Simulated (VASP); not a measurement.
VASP runs on Nb (bcc) share one base input (PBE GGA, plane waves, VASP's PBE PAW potentials (set 64)) and change the settings named in each case.

POSCAR:
```
Nb
1
   -1.6500000000     1.6500000000     1.6500000000
    1.6500000000    -1.6500000000     1.6500000000
    1.6500000000     1.6500000000    -1.6500000000
Nb
1
Direct
  0.0000000000   0.0000000000   0.0000000000
```

**INCAR**
```
ISIF=2
ENCUT=400   ! plane-wave cut-off (eV)
PREC=Accurate
LCHARG=.FALSE.
EDIFF=1E-6   ! SCF stop (eV)
NELM=100
SYSTEM=Nb
LASPH=.TRUE.   ! aspherical one-centre terms
ISMEAR=1   ! Methfessel-Paxton
GGA=PE   ! PBE
LREAL=.FALSE.
LMAXMIX=4   ! l cut-off of mixed one-centre charges
SIGMA=0.1
LWAVE=.FALSE.
ALGO=Normal   ! blocked Davidson
```

### KPOINTS
```
kpoints
0
Gamma
  14 14 14
```

POTCAR, in this order: Nb_sv (PBE.64 set). Program: vasp_std.

| change | E(σ→0) (eV/atom) | pressure (GPa) | plane waves |
|---|---|---|---|
| base run | -10.2080 | 0.83 | 339 |
| ENCUT = 300 | -10.1956 | 0.35 | 236 |
| ENCUT = 350 | -10.2011 | 0.73 | 274 |
| ENCUT = 500 | -10.2106 | 1.39 | 472 |
| ENCUT = 600 | -10.2107 | 1.46 | 616 |
| ENCUT = 650 | -10.2108 | 1.47 | 694 |
| ENCUT = 700 | -10.2110 | 1.48 | 767 |

Left out are runs that ran out of time, are held back, or changed the cell or the kind of run, fixed moments of cells without a moment, rows past the twelfth, gaps on odd meshes, pressures of charged cells and columns that move by less than the noise.

The compound is Nb in the bcc structure. The cell was not relaxed at this level.
